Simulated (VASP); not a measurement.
# A VASP study of LaB2Rh2C (r2SCAN): structure first, properties next

Wanted: the relaxed cell of LaB2Rh2C and its properties. The steps: full relaxation (r2SCAN), second relaxation, density, ELF and potential (r2SCAN), band structure (r2SCAN), density of states (r2SCAN) and vibrations at Γ (r2SCAN). The start is a computed cell from the Materials Project.

Calculated with VASP 6.6.1; r2SCAN; plane waves and PAW (La, B, Rh_pv, C).

## (1) The starting structure

Before any relaxation, the start is as follows. It takes space group I4/mmm (No. 139, tetragonal). The conventional cell has a = 3.904 Å, b = 3.904 Å, c = 10.360 Å, α = 90.00°, β = 90.00°, γ = 90.00°. Nearest to La lie 4 C at 2.76 Å and 10 B at 3.14 to 3.68 Å and 8 Rh at 3.24 Å. Nearest to B lie 1 C at 1.50 Å and 4 Rh at 2.23 Å and 5 B at 3.00 to 3.52 Å and 5 La at 3.14 to 3.68 Å. Nearest to Rh lie 4 B at 2.23 Å. Nearest to C lie 2 B at 1.50 Å and 4 La at 2.76 Å. Farther neighbours are not listed.

## (2) Full relaxation (r2SCAN)

Properties are meant for the cell that this level of theory prefers, so cell and atoms are relaxed first (ISIF = 3) until forces and stress are small; EDIFFG sets the threshold. r2SCAN adds the kinetic-energy density, costs more than a GGA and is run with LASPH.

INCAR

```
SYSTEM = LaB2Rh2C
PREC = Accurate
ENCUT = 520
EDIFF = 1E-06
NELM = 100
ISMEAR = 0
SIGMA = 0.05
LREAL = .FALSE.
ALGO = Normal
METAGGA = R2SCAN
LASPH = .TRUE.
NBANDS = 31
LORBIT = 11
LWAVE = .FALSE.
LCHARG = .FALSE.
KPAR = 4
IBRION = 2
NSW = 60
ISIF = 3
EDIFFG = -0.01
```

POSCAR

```
LaB2Rh2C
1.0
    0.0000000000     -3.9044740000      0.0000000000
   -3.9044740000      0.0000000000      0.0000000000
    1.9522370000     -1.9522370000     -5.1798780000
La B Rh C
1 2 2 1
Direct
    0.0000000000      0.0000000000      0.0000000000
    0.3550290000      0.6449710000      0.2899420000
    0.6449710000      0.3550290000      0.7100580000
    0.2500000000      0.2500000000      0.5000000000
    0.7500000000      0.7500000000      0.5000000000
    0.5000000000      0.5000000000      0.0000000000
```

KPOINTS

```
Automatic mesh
0
Gamma
6 6 6
0 0 0
```

PAW data sets: La, B, Rh_pv and C (PBE family, release 64).

Command:

```console
$ mpirun -np 4 vasp_std
```

The log of the run:

```text
[banner, memory and clock lines left out]
running    4 mpi-ranks, on    1 nodes
 distrk:  each k-point on    1 cores,    4 groups
 distr:  one band on    1 cores,    1 groups

 POSCAR found type information on POSCAR LaB RhC
 POSCAR found :  4 types and       6 ions
|                                                                             |
|               ----> ADVICE to this user running VASP <----                  |
|                                                                             |
|     You enforced a specific xc type in the INCAR file but a different       |
|     [... a line on the potential file left out ...]
|     I HOPE YOU KNOW WHAT YOU ARE DOING!                                     |
|                                                                             |

 LDA part: xc-table for (None), standard interpolation
 POSCAR, INCAR and KPOINTS ok, starting setup
 FFT: planning ... GRIDC
 FFT: planning ... GRID_SOFT
 FFT: planning ... GRID
 WAVECAR not read
 entering main loop
       N       E                     dE             d eps       ncg     rms          rms(c)
DAV:   1     0.454327420215E+03    0.45433E+03   -0.26459E+04  2371   0.243E+03
DAV:   2    -0.392455029868E+02   -0.49357E+03   -0.46387E+03  2098   0.514E+02
DAV:   3    -0.113776344774E+03   -0.74531E+02   -0.70884E+02  2807   0.166E+02
DAV:   4    -0.125173875968E+03   -0.11398E+02   -0.99165E+01  3234   0.472E+01
DAV:   5    -0.125887335024E+03   -0.71346E+00   -0.69630E+00  2979   0.123E+01    0.242E+01
DAV:   6    -0.110877048627E+03    0.15010E+02   -0.10188E+02  2554   0.660E+01    0.162E+01
DAV:   7    -0.106493262572E+03    0.43838E+01   -0.24475E+01  2930   0.385E+01    0.420E+00
DAV:   8    -0.106659739016E+03   -0.16648E+00   -0.31424E+00  2977   0.991E+00    0.261E+00
DAV:   9    -0.106663885574E+03   -0.41466E-02   -0.41898E-01  2858   0.422E+00    0.744E-01
DAV:  10    -0.106665596985E+03   -0.17114E-02   -0.38621E-02  3027   0.136E+00    0.323E-01
DAV:  11    -0.106665994339E+03   -0.39735E-03   -0.94792E-03  3050   0.567E-01    0.850E-02
DAV:  12    -0.106666172811E+03   -0.17847E-03   -0.82095E-04  2907   0.175E-01    0.514E-02
DAV:  13    -0.106666235847E+03   -0.63036E-04   -0.22235E-04  3009   0.117E-01    0.210E-02
DAV:  14    -0.106666231974E+03    0.38728E-05   -0.56164E-05  2917   0.540E-02    0.897E-03
DAV:  15    -0.106666232268E+03   -0.29378E-06   -0.97366E-06  2803   0.220E-02
   1 F= -.10666623E+03 E0= -.10666504E+03  d E =-.106666E+03
 curvature:   0.00 expect dE= 0.000E+00 dE for cont linesearch  0.000E+00
 trial: gam= 0.00000 g(F)=  0.244E-02 g(S)=  0.413E-01 ort = 0.000E+00 (trialstep = 0.100E+01)
 search vector abs. value=  0.438E-01
 bond charge predicted
       N       E                     dE             d eps       ncg     rms          rms(c)
DAV:   1    -0.107600476777E+03   -0.93424E+00   -0.16032E+01  1965   0.356E+01    0.803E+00
DAV:   2    -0.107012457836E+03    0.58802E+00   -0.95036E+00  2745   0.251E+01    0.364E+00
DAV:   3    -0.106665526862E+03    0.34693E+00   -0.15257E+00  2689   0.998E+00    0.951E-01
DAV:   4    -0.106666290040E+03   -0.76318E-03   -0.21684E-01  2800   0.277E+00    0.566E-01
DAV:   5    -0.106664638909E+03    0.16511E-02   -0.66551E-02  2923   0.184E+00    0.416E-01
DAV:   6    -0.106662639179E+03    0.19997E-02   -0.14459E-02  3208   0.905E-01    0.103E-01
DAV:   7    -0.106662749860E+03   -0.11068E-03   -0.11893E-03  3162   0.217E-01    0.789E-02
DAV:   8    -0.106662774489E+03   -0.24629E-04   -0.34872E-04  2836   0.131E-01    0.157E-02
DAV:   9    -0.106662778824E+03   -0.43350E-05   -0.10460E-04  3467   0.743E-02    0.141E-02
DAV:  10    -0.106662784748E+03   -0.59241E-05   -0.17263E-05  2898   0.228E-02    0.731E-03
DAV:  11    -0.106662784094E+03    0.65407E-06   -0.71796E-06  2732   0.185E-02
   2 F= -.10666278E+03 E0= -.10666165E+03  d E =0.344817E-02
[...]
3 F= -.10667665E+03 E0= -.10667550E+03  d E =-.104220E-01
[...]
4 F= -.10667707E+03 E0= -.10667593E+03  d E =-.417971E-03
[...]
5 F= -.10667717E+03 E0= -.10667603E+03  d E =-.514082E-03
[...]
6 F= -.10667727E+03 E0= -.10667617E+03  d E =-.105854E-03
[...]
7 F= -.10667728E+03 E0= -.10667619E+03  d E =-.115310E-03
[...]
8 F= -.10667731E+03 E0= -.10667624E+03  d E =-.256619E-04
 trial-energy change:   -0.000026  1 .order   -0.000027   -0.000120    0.000065
 step:   0.4630(harm=  0.4630)  dis= 0.00034  next Energy=  -106.677323 (dE=-0.389E-04)
 bond charge predicted
       N       E                     dE             d eps       ncg     rms          rms(c)
DAV:   1    -0.106677486932E+03   -0.17799E-03   -0.39172E-03  2336   0.628E-01    0.926E-02
DAV:   2    -0.106677389221E+03    0.97711E-04   -0.16729E-03  2752   0.368E-01    0.537E-02
DAV:   3    -0.106677326036E+03    0.63185E-04   -0.28179E-04  2728   0.138E-01    0.169E-02
DAV:   4    -0.106677321428E+03    0.46077E-05   -0.41490E-05  3066   0.450E-02    0.575E-03
DAV:   5    -0.106677320719E+03    0.70901E-06   -0.47384E-06  2059   0.165E-02
   9 F= -.10667732E+03 E0= -.10667624E+03  d E =-.370318E-04
 curvature:  -0.42 expect dE=-0.607E-05 dE for cont linesearch -0.967E-08
 trial: gam=-0.03757 g(F)=  0.465E-05 g(S)=  0.988E-05 ort = 0.265E-05 (trialstep = 0.665E+00)
 search vector abs. value=  0.148E-04
 reached required accuracy - stopping structural energy minimisation
```

Wall time 4.1 min (4 MPI ranks of Intel Xeon 6975P-C (Granite Rapids), shared host); peak memory 1.1 GiB.

The logs omit lines about the potential files and the build; timing stands in the text.

Parts of OUTCAR (step 2):

```text
ion  position               nearest neighbor table
   1  0.000  0.000  0.000-   6 2.76   6 2.76   6 2.76   6 2.76   5 3.24   4 3.24   5 3.24   5 3.24
                             4 3.24   4 3.24   4 3.24   5 3.24
   2  0.355  0.645  0.290-   6 1.50   5 2.23   4 2.23   4 2.23   5 2.23
   3  0.645  0.355  0.710-   6 1.50   5 2.23   4 2.23   4 2.23   5 2.23
   4  0.250  0.250  0.500-   2 2.23   3 2.23   2 2.23   3 2.23   5 2.76   5 2.76   5 2.76   5 2.76
                             1 3.24   1 3.24   1 3.24   1 3.24
   5  0.750  0.750  0.500-   2 2.23   3 2.23   2 2.23   3 2.23   4 2.76   4 2.76   4 2.76   4 2.76
                             1 3.24   1 3.24   1 3.24   1 3.24
   6  0.500  0.500  0.000-   2 1.50   3 1.50   1 2.76   1 2.76   1 2.76   1 2.76

  LATTYP: Found a body centered tetragonal cell.
 ALAT       =     3.9044740000
 C/A-ratio  =     2.6533038765

 Subroutine GETGRP returns: Found 16 space group operations
 (whereof 16 operations were pure point group operations)

The static configuration has the point symmetry D_4h.

 Found     30 irreducible k-points:

   k-points           NKPTS =     30   k-points in BZ     NKDIM =     30   number of bands    NBANDS=     31

   dimension x,y,z NGX =    30 NGY =   30 NGZ =   48
   dimension x,y,z NGXF=    60 NGYF=   60 NGZF=   96

   ENCUT  =  520.0 eV  38.22 Ry    6.18 a.u.   7.26  7.26 10.91*2*pi/ulx,y,z

   NELECT =      51.0000    total number of electrons

 k-points in reciprocal lattice and weights: Automatic mesh
   0.00000000  0.00000000  0.00000000       0.005
   0.16666667  0.00000000  0.00000000       0.037
   0.33333333  0.00000000  0.00000000       0.037
   0.50000000  0.00000000  0.00000000       0.019
   0.16666667  0.16666667  0.00000000       0.019
   0.33333333  0.16666667  0.00000000       0.074
   0.50000000  0.16666667 -0.00000000       0.074
  -0.33333333  0.16666667  0.00000000       0.074
  -0.16666667  0.16666667 -0.00000000       0.037
[...]
-0.16666667  0.16666667  0.33333333       0.019
   0.00000000  0.00000000  0.50000000       0.005

 average (electrostatic) potential at core
       1 -99.5326       2 -24.0143       3 -24.0143       4 -77.4614       5 -77.4614
       6 -46.3118

 E-fermi :   9.3204

 k-point     1 :       0.0000    0.0000    0.0000
  band No.  band energies     occupation
    ...
     20       7.4237      2.00000
     21       8.0468      2.00000
     22       8.6694      2.00000
     23       8.6694      2.00000
     24       9.2818      1.72510
     25       9.4251      0.00307
     26       9.4251      0.00307
     27       9.6514      0.00000
     28      10.7522      0.00000
     29      12.2283      0.00000
    ...

 k-point     2 :       0.1667    0.0000    0.0000
  band No.  band energies     occupation
    ...
     22       8.3620      2.00000
     23       8.4102      2.00000
     24       9.0160      2.00000
     25       9.0555      2.00000
     26       9.1931      1.99968
     27      10.5343      0.00000
     28      11.1526      0.00000
     29      11.9540      0.00000
     30      12.8911      0.00000
     31      12.9254      0.00000

 k-point     3 :       0.3333    0.0000    0.0000
  band No.  band energies     occupation
    ...
     22       7.9175      2.00000
     23       8.0009      2.00000
     24       8.1567      2.00000
     25       8.2600      2.00000
     26       8.7209      2.00000
     27      11.5781      0.00000
     28      11.8888      0.00000
     29      12.0032      0.00000
     30      12.8741      0.00000
     31      12.9515      0.00000

  Total       -0.0247034     -0.0247034      0.0029573      0.0000000      0.0000000     -0.0000000
  in kB       -0.5085141     -0.5085141      0.0608749      0.0000000      0.0000000     -0.0000000
  external PRESSURE =      -0.3187178 kB  Pullay stress =       0.0000000 kB

  energy-cutoff  :      520.00
  volume of cell :       77.83
      direct lattice vectors                 reciprocal lattice vectors
    -0.000000000 -3.887572934 -0.000000000     0.000000000 -0.257229901  0.097087231
    -3.887572934  0.000000000  0.000000000    -0.257229901  0.000000000 -0.097087231
     1.943786467 -1.943786467 -5.150007831    -0.000000000  0.000000000 -0.194174462

 POSITION                                       TOTAL-FORCE (eV/Angst)
 -----------------------------------------------------------------------------------
     -0.00000     -0.00000     -0.00000        -0.000000      0.000000      0.000000
     -1.94379     -1.94379     -1.50221        -0.000000      0.000000     -0.006939
     -0.00000     -3.88757     -3.64780         0.000000     -0.000000      0.006939
      0.00000     -1.94379     -2.57500        -0.000000      0.000000      0.000000
     -1.94379     -3.88757     -2.57500         0.000000     -0.000000      0.000000
     -1.94379     -1.94379      0.00000        -0.000000      0.000000      0.000000
 -----------------------------------------------------------------------------------
    total drift:                               -0.000000     -0.000000      0.000000

  FREE ENERGIE OF THE ION-ELECTRON SYSTEM (eV)
  ---------------------------------------------------
  free  energy   TOTEN  =      -106.6773207190 eV

  energy  without entropy=     -106.6751679821  energy(sigma->0) =     -106.67624435

 reached required accuracy - stopping structural energy minimisation

 total charge
# of ion       s       p       d       f       tot
--------------------------------------------------
    1        1.994   5.703   0.684   0.164   8.546
    2        0.703   1.172   0.000   0.000   1.875
    3        0.703   1.172   0.000   0.000   1.875
    4        0.437   6.290   7.296   0.000  14.024
    5        0.437   6.290   7.296   0.000  14.024
    6        0.898   1.626   0.000   0.000   2.524
--------------------------------------------------
tot          5.172  22.254  15.276   0.164  42.866

[... 3 further parts left out ...]
```

CONTCAR:

```
LaB2Rh2C
   1.00000000000000
    -0.0000000000000000   -3.8875729344132206   -0.0000000000000000
    -3.8875729344132206    0.0000000000000000    0.0000000000000000
     1.9437864672066103   -1.9437864672066103   -5.1500078310678106
  La              B               Rh              C
     1     2     2     1
Direct
     0.0000000000000000    0.0000000000000000    0.0000000000000000
     0.3541546280307736    0.6458453719692262    0.2916907439384598
     0.6458453719692262    0.3541546280307736    0.7083092560615400
     0.2500000000000000    0.2500000000000000    0.5000000000000000
     0.7500000000000000    0.7500000000000000    0.5000000000000000
     0.5000000000000000    0.5000000000000000    0.0000000000000000
```

This run has no spin polarisation. Its electron count is odd, so without a moment it is a metal by construction. The k-mesh is coarse for a metal. The PAW data sets were made with PBE, which is usual practice but a small mismatch for other functionals. The run keeps the 16 symmetry operations of its start, so it cannot find a distortion of lower symmetry.

Step by step:

```tsv
step	energy less that of the first step (eV)	largest force (eV/Å)	pressure (GPa)	volume (Å³)
1	0.0000	0.1591	-2.65	78.97
2	0.0034	0.0811	3.61	76.50
3	-0.0104	0.1256	0.12	77.80
4	-0.0108	0.0455	-0.04	77.82
5	-0.0109	0.0059	0.06	77.82
6	-0.0110	0.0017	-0.09	77.86
7	-0.0111	0.0004	-0.16	77.88
8	-0.0111	0.0103	0.06	77.81
9	-0.0111	0.0069	-0.03	77.83
```

```tsv
conventional cell, symmetrised	before	after	change
a (Å)	3.904	3.888	-0.4 %
b (Å)	3.904	3.888	-0.4 %
c (Å)	10.360	10.300	-0.6 %
volume (Å³/atom)	13.16	12.97	-1.4 %
```

Final coordinates:

```xyz
6
Lattice="0.0000 -3.8876 0.0000 -3.8876 0.0000 0.0000 1.9438 -1.9438 -5.1500" Properties=species:S:1:pos:R:3 pbc="T T T"
La    0.0000    0.0000    0.0000
B    -1.9438   -1.9438   -1.5022
B     0.0000   -3.8876   -3.6478
Rh    0.0000   -1.9438   -2.5750
Rh   -1.9438   -3.8876   -2.5750
C    -1.9438   -1.9438    0.0000
```

This step gave:

| Item | Value |
| --- | --- |
| electrons | 51 |
| bands | 31 |
| irreducible k points | 30 |
| symmetry operations | 16 |
| free energy (TOTEN) | -106.6773 eV |
| energy at zero smearing | -106.6762 eV |
| Fermi energy | 9.320 eV |
| pressure | -0.03187 GPa |
| metallic | yes |
| SCF cycles over all ionic steps | 70 |

It ends with a largest force of 0.007 eV/Å and a pressure of -0.03 GPa.

[end of part 1 of 4]

[Lines on the potential files, build, host, timing and source positions are cut from VASP's logs without a mark.]

[Logs are printed without paths, hosts, clocks, repeated set-up lines and the standing remarks that a program may print on its own settings, such as how far it seeks lower states.]

[Hosts, paths, dates, database ids (printed as entryN), source tags and the programs' standing remarks are cut or masked in the printed files.]

[A measured line is paired with the nearest computed mode of its activity, which favours agreement.]
